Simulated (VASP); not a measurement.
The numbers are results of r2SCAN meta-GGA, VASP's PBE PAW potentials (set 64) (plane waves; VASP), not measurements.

The input files of a VASP run:

**INCAR**
```
SYSTEM = ScF3
PREC = Accurate
ENCUT = 520
EDIFF = 1E-7
NELM = 100
ALGO = Normal
LREAL = .FALSE.
LASPH = .TRUE.
ISMEAR = 0
SIGMA = 0.01
METAGGA = R2SCAN
LMIXTAU = .TRUE.
LMAXMIX = 4
LWAVE = .FALSE.
LCHARG = .FALSE.
LOPTICS = .TRUE.
LPEAD = .TRUE.
NBANDS = 60
NEDOS = 1001
CSHIFT = 0.1
```

**POSCAR**
```
ScF3
1
    4.0411176691     0.0000000000     0.0000000000
    0.0000000000     4.0411176691     0.0000000000
   -0.0000000000     0.0000000000     4.0411176691
Sc F
1 3
Direct
  0.0000000000   0.0000000000   0.0000000000
  0.5000000000   0.0000000000   0.0000000000
  0.0000000000   0.5000000000   0.0000000000
  0.0000000000   0.0000000000   0.5000000000
```

File KPOINTS:
```
Automatic mesh
0
Gamma
7 7 7
0 0 0
```

POTCAR, in this order: Sc_sv F (PBE.64 set). Program: vasp_std.

What VASP printed:

**OSZICAR**
```
       N       E                     dE             d eps       ncg     rms          rms(c)
DAV:   1     0.318135393428E+03    0.31814E+03   -0.11988E+04  2448   0.546E+02
DAV:   2    -0.266188664958E+02   -0.34475E+03   -0.31466E+03  2480   0.215E+02
DAV:   3    -0.515605371302E+02   -0.24942E+02   -0.24473E+02  2788   0.601E+01
DAV:   4    -0.519383887944E+02   -0.37785E+00   -0.37749E+00  2976   0.773E+00
DAV:   5    -0.519461805081E+02   -0.77917E-02   -0.77909E-02  2824   0.104E+00    0.171E+01
DAV:   6    -0.402327691662E+02    0.11713E+02   -0.14663E+00  3312   0.171E+01    0.698E+00
DAV:   7    -0.368825772895E+02    0.33502E+01   -0.10705E+00  3720   0.717E+00    0.277E+00
DAV:   8    -0.428872056209E+02   -0.60046E+01   -0.82357E-01  3208   0.455E+00    0.221E+00
DAV:   9    -0.388401244981E+02    0.40471E+01   -0.23516E-01  2868   0.235E+00    0.335E-01
DAV:  10    -0.376300503655E+02    0.12101E+01   -0.16162E-01  2616   0.189E+00    0.452E-01
DAV:  11    -0.375968434580E+02    0.33207E-01   -0.21103E-02  2860   0.708E-01    0.555E-01
DAV:  12    -0.376270811824E+02   -0.30238E-01   -0.28711E-02  2440   0.763E-01    0.379E-01
DAV:  13    -0.376207895473E+02    0.62916E-02   -0.10466E-02  2544   0.483E-01    0.851E-02
DAV:  14    -0.376235923613E+02   -0.28028E-02   -0.77709E-04  2704   0.162E-01    0.833E-02
DAV:  15    -0.376294435688E+02   -0.58512E-02   -0.64753E-04  2560   0.121E-01    0.690E-02
DAV:  16    -0.376298172442E+02   -0.37368E-03   -0.13414E-03  2464   0.169E-01    0.245E-02
DAV:  17    -0.376308482265E+02   -0.10310E-02   -0.52868E-04  2428   0.944E-02    0.859E-03
DAV:  18    -0.376312979408E+02   -0.44971E-03   -0.68374E-05  2416   0.336E-02    0.507E-03
DAV:  19    -0.376313515630E+02   -0.53622E-04   -0.13688E-05  2736   0.178E-02    0.343E-03
DAV:  20    -0.376313560821E+02   -0.45191E-05   -0.10028E-06  2600   0.478E-03    0.244E-03
DAV:  21    -0.376313558473E+02    0.23481E-06   -0.48347E-07  2832   0.372E-03    0.865E-04
DAV:  22    -0.376313569490E+02   -0.11017E-05   -0.27891E-07  2528   0.266E-03    0.571E-04
DAV:  23    -0.376313570306E+02   -0.81586E-07   -0.18396E-08  2440   0.972E-04
   1 F= -.37631357E+02 E0= -.37631357E+02  d E =-.183505E-52
 imaginary and real dielectric function
```

**OUTCAR**
```
------------------------ aborting loop because EDIFF is reached ----------------------------------------
  FORCE on cell =-STRESS in cart. coord.  units (eV):
  Direction    XX          YY          ZZ          XY          YZ          ZX
  --------------------------------------------------------------------------------------
  Total        0.0121192      0.0121192      0.0121192      0.0000000     -0.0000000      0.0000000
  in kB        0.2942258      0.2942258      0.2942258      0.0000000     -0.0000000      0.0000000
  external PRESSURE =       0.2942258 kB  Pullay stress =       0.0000000 kB
  volume of cell :       65.99
      direct lattice vectors                 reciprocal lattice vectors
     4.041117669  0.000000000  0.000000000     0.247456294  0.000000000  0.000000000
     0.000000000  4.041117669  0.000000000     0.000000000  0.247456294  0.000000000
     0.000000000  0.000000000  4.041117669     0.000000000  0.000000000  0.247456294
 POSITION                                       TOTAL-FORCE (eV/Angst)
 -----------------------------------------------------------------------------------
      0.00000      0.00000      0.00000         0.000000      0.000000      0.000000
      2.02056      0.00000      0.00000         0.000000      0.000000      0.000000
      0.00000      2.02056      0.00000         0.000000      0.000000      0.000000
      0.00000      0.00000      2.02056         0.000000      0.000000      0.000000
 -----------------------------------------------------------------------------------
    total drift:                                0.000000      0.000000      0.000000
  FREE ENERGIE OF THE ION-ELECTRON SYSTEM (eV)
  ---------------------------------------------------
  free  energy   TOTEN  =       -37.6313570306 eV

  energy  without entropy=      -37.6313570306  energy(sigma->0) =      -37.63135703

 plasma frequency squared (from intraband transitions) (eV^2)
  --------------------------------------------------------------------------------------
       0.000       0.000       0.000
       0.000       0.000       0.000
       0.000       0.000       0.000

 plasma frequency squared (from interband transitions, int dw w eps(2)(w)) (eV^2)
  --------------------------------------------------------------------------------------
     398.655       0.000      -0.000      -0.000       0.000      -0.000
      -0.000       0.000     398.655       0.000      -0.000       0.000
       0.000       0.000      -0.000      -0.000     398.655       0.000
```
(Selected blocks of OUTCAR.)

The structure comes from a measured ScF3 entry (Pm-3m) of the Crystallography Open Database, whose conditions weren't checked. It was relaxed first.
